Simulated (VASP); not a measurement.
# Al2SiB2: single point with PBE

Sheet: Al2SiB2, a sheet with vacuum.

```xyz
5
Lattice="4.0556 0.0000 0.0000 -2.0278 3.5123 0.0000 0.0000 0.0000 30.9102" Properties=species:S:1:pos:R:3 pbc="T T T"
Al    2.0278    1.1708   10.2726
Al    0.0000    2.3415   10.2726
Si    0.0000    0.0000    8.2216
B     0.0000    2.3415    8.0056
B     2.0278    1.1708    8.0056
```

The cell was built by a generator and needn't be a form met in nature.

```
Program                : VASP 6.6.1
Task                   : single point
Functional             : PBE
Potentials or basis    : VASP PAW PBE potentials, release 64 (Al, Si, B)
Cutoff                 : 520 eV
k mesh                 : 6 × 6 × 1
Occupations            : gaussian, width 0.1 eV
Spin                   : no spin polarisation
Dipole correction      : yes
Further INCAR settings : ALGO = Normal; EDIFF = 1e-06; NBANDS = 16
```

The largest force is 0.006 eV/Å and the band gap on the k mesh is none (metal or under the smearing width).

Forces in eV/Å, atoms in the order of the input:
```
Al   0.000  0.000 -0.003
Al   0.000  0.000 -0.003
Si   0.000  0.000 -0.006
B    0.000  0.000  0.006
B    0.000  0.000  0.006
```

Levels at points of the mesh, in eV from the Fermi level:
| k point | band 4 | band 5 | band 6 | band 7 | band 8 | band 9 | band 10 | band 11 | band 12 | band 13 |
| --- | --- | --- | --- | --- | --- | --- | --- | --- | --- | --- |
| (0.00, 0.00, 0.00) | -2.38 | -2.38 | -1.79 | -1.79 | -1.45 | -0.40 | 1.53 | 1.53 | 1.73 | 2.79 |
| (0.50, 0.00, 0.00) | -4.84 | -4.55 | -3.53 | -1.18 | -0.31 | -0.07 | 1.31 | 4.01 | 4.34 | 4.65 |

Run time: 2.1 min on 1 thread of Intel(R) Xeon(R) Platinum 8488C (Sapphire Rapids), on a shared host, peak memory 0.53 GiB.
